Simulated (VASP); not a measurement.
Crystal: BaHfO3.

```
Ba Hf O
1.0
     4.17000    0.00000    0.00000
     0.00000    4.17000    0.00000
     0.00000    0.00000    4.17000
Ba Hf O
1 1 3
Direct
  0.00000 0.00000 0.00000
  0.50000 0.50000 0.50000
  0.50000 0.50000 0.00000
  0.00000 0.50000 0.50000
  0.50000 0.00000 0.50000
```

The cell was built by a generator and needn't be a form met in nature.

```yaml
Program: VASP 6.6.1
Task: relaxation of cell and atoms
Functional: PBE
Potentials_or_basis: VASP PAW PBE potentials, release 64 (Ba_sv, Hf_pv, O)
Cutoff: 700 eV
k_mesh: 8 × 8 × 8
Occupations: gaussian, width 0.02 eV
Spin: no spin polarisation
```

At the start: pressure 3.5 GPa; volume 14.50 Å³/atom.

Problem. Where does the relaxation end?

Solution. Over 8 steps the energy falls by 3.3 meV/atom and the volume is 14.81 Å³/atom (+2.1 %); space group Pm-3m (No. 221, to 0.05 Å).

Step by step:
| step | energy change (eV) | largest force (eV/Å) | pressure (GPa) | volume (Å³) |
| --- | --- | --- | --- | --- |
| 1 | 0.0000 | 0.0000 | 3.54 | 72.51 |
| 2 | 0.0059 | 0.0000 | -3.77 | 75.93 |
| 3 | -0.0167 | 0.0000 | -0.08 | 74.06 |
| 4 | -0.0167 | 0.0000 | 0.08 | 74.03 |
| 5 | -0.0167 | 0.0000 | 0.09 | 74.03 |
| 6 | -0.0167 | 0.0000 | 0.07 | 74.03 |
| 7 | -0.0167 | 0.0000 | 0.06 | 74.03 |
| 8 | -0.0167 | 0.0000 | 0.05 | 74.03 |

Final structure:
```
Ba Hf O
1.0
     4.19897    0.00000    0.00000
     0.00000    4.19897    0.00000
     0.00000    0.00000    4.19897
Ba Hf O
1 1 3
Direct
  0.00000 0.00000 0.00000
  0.50000 0.50000 0.50000
  0.50000 0.50000 0.00000
  0.00000 0.50000 0.50000
  0.50000 0.00000 0.50000
```
